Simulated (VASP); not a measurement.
The input files of a VASP run:

**INCAR**
```
ENCUT = 300   ! plane-wave cut-off (eV)
SYSTEM = Sr
ALGO = Normal   ! blocked Davidson
GGA = PS
PREC = Accurate
EDIFF = 1E-6
LCHARG = .FALSE.
ISMEAR = -1
LWAVE = .FALSE.
LMAXMIX = 4   ! l cut-off of mixed one-centre charges
LREAL = .FALSE.
NELM = 100   ! most electronic steps
ISIF = 2
SIGMA = 0.1   ! width (eV)
LASPH = .TRUE.   ! aspherical one-centre terms
```

POSCAR:
```
Sr
1
    0.0000000000     2.9638320000     2.9638320000
    2.9638320000     0.0000000000     2.9638320000
    2.9638320000     2.9638320000     0.0000000000
Sr
1
Direct
  0.0000000000   0.0000000000   0.0000000000
```

**KPOINTS**
```
Automatic mesh
0
Gamma
8 8 8
0 0 0
```

POTCAR, in this order: Sr_sv (PBE.64 set). Program: vasp_std.

### Question
Write an equivalent input for Ansatz.

### Answer
One equivalent input (not run):
Ansatz 0.2 input:
```yaml
crystal:
  lattice:
    - [0.0000000, 2.9638320, 2.9638320]
    - [2.9638320, 0.0000000, 2.9638320]
    - [2.9638320, 2.9638320, 0.0000000]
  atoms:
    - { symbol: Sr, position: [0.0000000, 0.0000000, 0.0000000] }
kpoints:
  mp_grid: { grid: [8, 8, 8] }
hamiltonian:
  xc: pbesol
  pseudopotentials: { kind: paw }
scf:
  occupations: { method: fermi_dirac, width: 0.1 }
  max_iter: 100
output: { forces: true, stress: true, eigenvalues: true }
```
What does not carry over: each code has its own PAW files, so the cut-off isn't converted (ENCUT is set for VASP's; basis.ecutwfc is left out, and Ansatz then takes the one that its files recommend); Ansatz stops its SCF on the density residual and VASP on the energy change (EDIFF).

The structure comes from a computed database's Sr entry; how it stands against other phases isn't given here. The cell was not relaxed at this level. The run is one of a series of settings (GGA = PS against the base run), some of them coarse on purpose.
